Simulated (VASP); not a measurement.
Output of a VASP run:

OUTCAR:
```
 ion  position               nearest neighbor table
   1  0.667  0.333  0.502-   4 2.02   4 2.02   4 2.02   3 2.02
   2  0.333  0.667  0.002-   3 2.02   3 2.02   3 2.02   4 2.02
   3  0.667  0.333  0.880-   2 2.02   2 2.02   2 2.02   1 2.02
   4  0.333  0.667  0.380-   1 2.02   1 2.02   1 2.02   2 2.02
  LATTYP: Found a hexagonal cell.
 ALAT       =     3.3056641104
 C/A-ratio  =     1.6146743031
 Subroutine PRICEL returns:
 Original cell was already a primitive cell.
 Subroutine GETGRP returns: Found 12 space group operations
The static configuration has the point symmetry C_3v.
 The point group associated with its full space group is C_6v.
The dynamic configuration has the point symmetry C_3v.
 Subroutine INISYM returns: Found 12 space group operations
 Subroutine IBZKPT returns following result:
 Found     30 irreducible k-points:

 Following reciprocal coordinates:
            Coordinates               Weight
  0.000000  0.000000  0.000000      1.000000
  0.125000  0.000000  0.000000      6.000000
  0.250000  0.000000  0.000000      6.000000
  0.375000  0.000000  0.000000      6.000000
  0.500000  0.000000  0.000000      3.000000
  0.125000  0.125000  0.000000      6.000000
  0.250000  0.125000  0.000000     12.000000
  0.375000  0.125000  0.000000     12.000000
  0.250000  0.250000  0.000000      6.000000
  0.375000  0.250000  0.000000      6.000000
  0.000000  0.000000  0.250000      2.000000
  0.125000  0.000000  0.250000     12.000000
  0.250000  0.000000  0.250000     12.000000
  0.375000  0.000000  0.250000     12.000000
  0.500000  0.000000  0.250000      6.000000
  0.125000  0.125000  0.250000     12.000000
  0.250000  0.125000  0.250000     24.000000
  0.375000  0.125000  0.250000     24.000000
  0.250000  0.250000  0.250000     12.000000
  0.375000  0.250000  0.250000     12.000000
  0.000000  0.000000  0.500000      1.000000
  0.125000  0.000000  0.500000      6.000000
  0.250000  0.000000  0.500000      6.000000
  0.375000  0.000000  0.500000      6.000000
  0.500000  0.000000  0.500000      3.000000
  0.125000  0.125000  0.500000      6.000000
  0.250000  0.125000  0.500000     12.000000
  0.375000  0.125000  0.500000     12.000000
  0.250000  0.250000  0.500000      6.000000
  0.375000  0.250000  0.500000      6.000000
   k-points           NKPTS =     30   k-points in BZ     NKDIM =     30   number of bands    NBANDS=     22
   number of dos      NEDOS =    301   number of ions     NIONS =      4
   total plane-waves  NPLWV =  31360
   dimension x,y,z NGX =    28 NGY =   28 NGZ =   40
   dimension x,y,z NGXF=    56 NGYF=   56 NGZF=   80
   ions per type =               2   2
   PREC   = accura    normal or accurate (medium, high low for compatibility)
   ISTART =      0    job   : 0-new  1-cont  2-samecut
   ICHARG =      2    charge: 1-file 2-atom 10-const
   ISPIN  =      1    spin polarized calculation?
   LNONCOLLINEAR =      F non collinear calculations
   LSORBIT =      F    spin-orbit coupling
   INIWAV =      1    electr: 0-lowe 1-rand  2-diag
   ENCUT  =  520.0 eV  38.22 Ry    6.18 a.u.   6.15  6.15  9.92*2*pi/ulx,y,z
   NELM   =    100;   NELMIN=  2; NELMDL= -5     # of ELM steps
   EDIFF  = 0.1E-06   stopping-criterion for ELM
   LREAL  =      F    real-space projection
   NLSPLINE    = F    spline interpolate recip. space projectors
   LMAXMIX     =    4 max onsite mixed and CHGCAR
   VOSKOWN=      0    Vosko Wilk Nusair interpolation
   EDIFFG = -.1E-01   stopping-criterion for IOM
   NSW    =     30    number of steps for IOM
   NBLOCK =      1;   KBLOCK =     30    inner block; outer block
   IBRION =      2    ionic relax: 0-MD 1-quasi-New 2-CG
   NFREE  =      1    steps in history (QN), initial steepest desc. (CG)
   ISIF   =      4    stress and relaxation
   ISYM   =      2    0-nonsym 1-usesym 2-fastsym
   TEIN   =    0.0    initial temperature
   TEBEG  =    0.0;   TEEND  =   0.0 temperature during run
   SMASS  =  -3.00    Nose mass-parameter (am)
...
```

File OSZICAR:
```
       N       E                     dE             d eps       ncg     rms          rms(c)
DAV:   1     0.278018801688E+03    0.27802E+03   -0.18903E+04  1336   0.234E+03
DAV:   2     0.863407677650E+01   -0.26938E+03   -0.25876E+03  1424   0.430E+02
DAV:   3    -0.207339963175E+02   -0.29368E+02   -0.29010E+02  1572   0.150E+02
DAV:   4    -0.213141605758E+02   -0.58016E+00   -0.57960E+00  1440   0.227E+01
DAV:   5    -0.213184177396E+02   -0.42572E-02   -0.42570E-02  1530   0.187E+00    0.133E+01
DAV:   6    -0.184586458255E+02    0.28598E+01   -0.10523E+01  2416   0.724E+01    0.842E+00
DAV:   7    -0.185752381833E+02   -0.11659E+00   -0.22363E+00  1478   0.181E+01    0.502E+00
DAV:   8    -0.185914986068E+02   -0.16260E-01   -0.76438E-01  1792   0.839E+00    0.171E+00
DAV:   9    -0.185345222747E+02    0.56976E-01   -0.16291E-01  2044   0.754E+00    0.363E-01
DAV:  10    -0.185373840015E+02   -0.28617E-02   -0.52861E-02  1332   0.170E+00    0.155E-01
DAV:  11    -0.185373728476E+02    0.11154E-04   -0.13284E-03  1528   0.340E-01    0.409E-02
DAV:  12    -0.185374259843E+02   -0.53137E-04   -0.57680E-05  1436   0.718E-02    0.391E-02
DAV:  13    -0.185374242114E+02    0.17728E-05   -0.41001E-05  1416   0.600E-02    0.159E-02
DAV:  14    -0.185374204648E+02    0.37466E-05   -0.16474E-05  1974   0.621E-02    0.200E-03
DAV:  15    -0.185374205931E+02   -0.12827E-06   -0.26318E-06  1400   0.216E-02    0.172E-03
DAV:  16    -0.185374205392E+02    0.53898E-07   -0.12773E-07  1020   0.769E-03
   1 F= -.18537421E+02 E0= -.18537421E+02  d E =-.185374E+02
```

File OUTCAR:
```
------------------------ aborting loop because EDIFF is reached ----------------------------------------
  FORCE on cell =-STRESS in cart. coord.  units (eV):
  Direction    XX          YY          ZZ          XY          YZ          ZX
  --------------------------------------------------------------------------------------
  Total       -2.2504160     -2.2504167     -2.2331116      0.0000000      0.0000000      0.0000000
  in kB      -71.3808471    -71.3808692    -70.8319687      0.0000000      0.0000000      0.0000000
  external PRESSURE =     -71.1978950 kB  Pullay stress =       0.0000000 kB
  volume of cell :       50.51
      direct lattice vectors                 reciprocal lattice vectors
     1.652831863 -2.862789207  0.000000000     0.302511109 -0.174654843  0.000000000
     1.652831863  2.862789207  0.000000000     0.302511109  0.174654843  0.000000000
     0.000000000  0.000000000  5.337570894     0.000000000  0.000000000  0.187351142
  FREE ENERGIE OF THE ION-ELECTRON SYSTEM (eV)
  ---------------------------------------------------
  free  energy   TOTEN  =       -18.5374205392 eV

  energy  without entropy=      -18.5374205392  energy(sigma->0) =      -18.53742054

 reached required accuracy - stopping structural energy minimisation
```
(Selected blocks of OUTCAR.)

POSCAR:
```
ZnO
1
    1.6528318634    -2.8627892067     0.0000000000
    1.6528318634     2.8627892067     0.0000000000
    0.0000000000     0.0000000000     5.3375708937
Zn O
2 2
Direct
  0.6666670000   0.3333330000   0.5016369934
  0.3333330000   0.6666670000   0.0016369934
  0.6666670000   0.3333330000   0.8803630066
  0.3333330000   0.6666670000   0.3803630066
```

Q: Reconstruct the remaining input files.

A: Several could match; the one computed here: the input of the run itself, AM05 GGA, plane waves, VASP's PBE PAW potentials (set 64).

INCAR:
```
SYSTEM  =  ZnO
PREC  =  Accurate; ENCUT  =  520; LREAL  =  .FALSE.
LASPH  =  .TRUE.
EDIFF  =  1E-7; NELM  =  100; ALGO  =  Normal
LMAXMIX  =  4
ISMEAR  =  0; SIGMA  =  0.05
GGA  =  AM
IBRION  =  2; NSW  =  30; ISIF  =  4
EDIFFG  =  -0.01
LWAVE  =  .FALSE.; LCHARG  =  .FALSE.
```

KPOINTS:
```
Automatic mesh
0
Gamma
8 8 4
0 0 0
```

POTCAR, in this order: Zn O (PBE.64 set). Program: vasp_std.

The compound is ZnO in the wurtzite structure. This cell is one point of a volume scan, at 1.06 of the reference volume.
